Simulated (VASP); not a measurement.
An input for Quantum ESPRESSO's pw.x (written as the equivalent of a VASP run, and not itself run):

```
&CONTROL
  calculation = 'scf'
  pseudo_dir = './pseudo'
  outdir = './out'
  tprnfor = .true.
  tstress = .true.
/
&SYSTEM
  ibrav = 0
  nat = 3
  ntyp = 2
  ecutwfc = 74
  occupations = 'smearing'
  smearing = 'gaussian'
  degauss = 0.003675
  input_dft = 'pbesol'
/
&ELECTRONS
  conv_thr = 7.3e-09
  electron_maxstep = 100
/
ATOMIC_SPECIES
  K 39.098 K.upf
  S 32.060 S.upf
CELL_PARAMETERS angstrom
     0.0000000    3.6674286    3.6674286
     3.6674286    0.0000000    3.6674286
     3.6674286    3.6674286    0.0000000
ATOMIC_POSITIONS crystal
  K    0.2500000  0.2500000  0.2500000
  K    0.7500000  0.7500000  0.7500000
  S    0.0000000  0.0000000  0.0000000
K_POINTS automatic
  6 6 6 0 0 0
```

Task: Write the VASP files for the same calculation (PBEsol).

Result: Several could match; the one computed here: 
### INCAR
```
! general
SYSTEM  =  K2S
PREC    =  Accurate
ENCUT   =  480
LREAL   =  .False.
LASPH   =  .True.

! electronic loop
EDIFF   =  1E-7
NELM    =  100
ALGO    =  Normal

! smearing
ISMEAR  =  0
SIGMA   =  0.05

! functional
GGA     =  PS

! ions
ISIF    =  2

! output
LWAVE   =  .False.
LCHARG  =  .False.
```

POSCAR:
```
K2S
1
    0.0000000000     3.6674286000     3.6674286000
    3.6674286000     0.0000000000     3.6674286000
    3.6674286000     3.6674286000     0.0000000000
K S
2 1
Direct
  0.2500000000   0.2500000000   0.2500000000
  0.7500000000   0.7500000000   0.7500000000
  0.0000000000   0.0000000000   0.0000000000
```

### KPOINTS
```
kpoints
0
G
  6 6 6
```

POTCAR, in this order: K_sv S (PBE.64 set). Program: vasp_std.

The two are equivalent in intent, not identical: the potentials are each code's own (VASP's PAW set, PseudoDojo norm-conserving files in pw.x), so ENCUT and ecutwfc are chosen apart and not converted; conv_thr bounds pw.x's estimated SCF error, while EDIFF bounds the energy change between steps.

The compound is K2S in the antifluorite structure. It was relaxed first.
